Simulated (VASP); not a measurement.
Crystal: BiSbS4.

```
Sb Bi S
1.0
     3.92219    0.00000    0.00000
    -1.96110    3.39672    0.00000
     0.00000    0.00000   10.43900
Sb Bi S
1 1 4
Direct
  0.00000 0.00000 0.50000
  0.00000 0.00000 0.00000
  0.66667 0.33333 0.64096
  0.66667 0.33333 0.15557
  0.33333 0.66667 0.84443
  0.33333 0.66667 0.35904
```

The cell was built by a generator and needn't be a form met in nature.

- Program: VASP 6.6.1
- Task: relaxation of cell and atoms
- Functional: PBE
- Potentials or basis: VASP PAW PBE potentials, release 64 (Sb, Bi_d, S)
- Cutoff: 520 eV
- k mesh: 10 × 10 × 4
- Occupations: gaussian, width 0.1 eV
- Spin: no spin polarisation

At the start: pressure 0.7 GPa; volume 23.18 Å³/atom.

Problem. How do energy, volume and symmetry change on relaxing?

Solution. Over 41 steps the energy falls by 24.1 meV/atom and the volume is 27.33 Å³/atom (+17.9 %); space group P-3m1 (No. 164, to 0.05 Å).

The path:
| step | energy change (eV) | largest force (eV/Å) | pressure (GPa) | volume (Å³) |
| --- | --- | --- | --- | --- |
| 1 | 0.0000 | 0.0436 | 0.72 | 139.07 |
| 3 | -0.0044 | 0.1163 | -0.13 | 140.81 |
| 5 | -0.0176 | 0.0832 | -0.11 | 141.77 |
| 7 | -0.0854 | 0.1155 | 0.40 | 145.72 |
| 9 | -0.0960 | 0.3029 | 1.29 | 147.82 |
| 11 | -0.1011 | 0.2794 | 1.14 | 148.79 |
| 13 | -0.1125 | 0.2927 | 0.58 | 153.14 |
| 15 | -0.1162 | 0.3048 | 0.39 | 154.18 |
| 17 | -0.1302 | 0.2169 | -0.56 | 156.88 |
| 19 | -0.1357 | 0.0324 | 0.00 | 155.96 |
| 21 | -0.1357 | 0.0243 | 0.01 | 155.91 |
| 23 | -0.1367 | 0.0305 | 0.07 | 155.98 |
| 25 | -0.1370 | 0.0544 | 0.13 | 156.04 |
| 27 | -0.1379 | 0.0835 | -0.03 | 156.91 |
| 29 | -0.1383 | 0.1254 | -0.27 | 158.28 |
| 31 | -0.1393 | 0.1219 | -0.28 | 158.92 |
| 33 | -0.1424 | 0.1020 | -0.25 | 161.46 |
| 35 | -0.1446 | 0.0158 | 0.05 | 164.05 |
| 37 | -0.1445 | 0.0211 | 0.15 | 163.69 |
| 39 | -0.1446 | 0.0108 | 0.09 | 163.91 |
| 41 | -0.1448 | 0.0072 | 0.04 | 163.96 |

Final structure:
```cif
data_structure
_symmetry_space_group_name_H-M 'P 1'
_symmetry_Int_Tables_number 1
_cell_length_a 3.8118
_cell_length_b 3.8118
_cell_length_c 13.0304
_cell_angle_alpha 90.000
_cell_angle_beta 90.000
_cell_angle_gamma 120.000
_cell_volume 163.96
loop_
_atom_site_label
_atom_site_type_symbol
_atom_site_fract_x
_atom_site_fract_y
_atom_site_fract_z
_atom_site_occupancy
Sb1 Sb 0.00000 0.00000 0.50000 1
Bi1 Bi 0.00000 0.00000 0.00000 1
S1 S 0.66667 0.33333 0.61599 1
S2 S 0.66667 0.33333 0.12612 1
S3 S 0.33333 0.66667 0.87388 1
S4 S 0.33333 0.66667 0.38401 1
```

Caveat: the volume moved by over 15 % at a fixed basis, so the end points are rough; this functional lacks dispersion, which binds the layers, so the pressure and a relaxed spacing across them are unreliable, and here the layers came unbound.
